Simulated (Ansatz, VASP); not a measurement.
**Be2H3Br in VASP and in Ansatz**

INCAR

```
PREC = Accurate ; ENCUT = 600
EDIFF = 1E-6 ; ISMEAR = 0
SIGMA = 0.1 ; LREAL = F
LASPH = T ; NELM = 100
ALGO = Normal ; ISIF = 3
LWAVE = F ; LCHARG = F
GGA = PE ; IBRION = 2
NSW = 100 ; EDIFFG = -0.01
```

KPOINTS

```
Automatic mesh
0
Gamma
  12 12 8
```

POSCAR

```
Be2H3Br
1.0
    3.3697657828      0.0000000000      0.0000000000
    0.0000000000      3.3697657828      0.0000000000
    0.0000000000      0.0000000000      4.8906108369
Be H Br
2 3 1
Direct
    0.5000000000      0.0000000000      0.6525085415
    0.0000000000      0.5000000000      0.3474914585
    0.5000000000      0.5000000000      0.5000000000
    0.0000000000      0.0000000000      0.5000000000
    0.5000000000      0.5000000000      0.0000000000
    0.0000000000      0.0000000000      0.0000000000
```

Input for Ansatz:

```yaml
crystal:
  lattice:
    - [3.3697657828, 0.0, 0.0]
    - [0.0, 3.3697657828, 0.0]
    - [0.0, 0.0, 4.8906108369]
  atoms:
    - { symbol: Be, position: [0.5, 0.0, 0.6525085415] }
    - { symbol: Be, position: [0.0, 0.5, 0.3474914585] }
    - { symbol: H, position: [0.5, 0.5, 0.5] }
    - { symbol: H, position: [0.0, 0.0, 0.5] }
    - { symbol: H, position: [0.5, 0.5, 0.0] }
    - { symbol: Br, position: [0.0, 0.0, 0.0] }
basis:
  ecutwfc: 420
kpoints:
  mp_grid: { grid: [12, 12, 8] }
hamiltonian:
  xc: pbe
scf:
  occupations: { method: gaussian, width: 0.1 }
output:
  forces: true
  stress: true
  eigenvalues: true
  write_density: true
  write_potential: true
  elf: true
  volumetric_format: npy
relax:
  adjacent_minimum: "off"
  f_tol: 0.01
  max_steps: 80
  cell: { stress_tol: 0.05 }
```

Alike in both runs: task relaxation of cell and atoms; functional PBE; k mesh 12 × 12 × 8; occupations gaussian, width 0.1 eV; no spin polarisation.

|  | VASP | Ansatz |
| --- | --- | --- |
| version | VASP 6.6.1 | Ansatz 0.2.0 |
| potentials or method | VASP PAW PBE potentials, release 64 (Be, H, Br) | scalar-relativistic, plane waves, PAW |
| plane-wave cutoff (eV) | 600 | 420 |
| valence electrons in the cell | 14 | 14 |

|  | VASP | Ansatz | Ansatz less VASP |
| --- | --- | --- | --- |
| gap on the k mesh at the Fermi level, each at its own relaxed structure (eV) | none | none | - |
| relaxed volume (Å³/atom) | 9.28 | 9.28 | -0.009 |
| relaxed cell length with the largest relative difference (Å) | 3.370 | 3.368 | -0.0018 |

A gap of «none» marks a metal or a gap that the smearing closes.
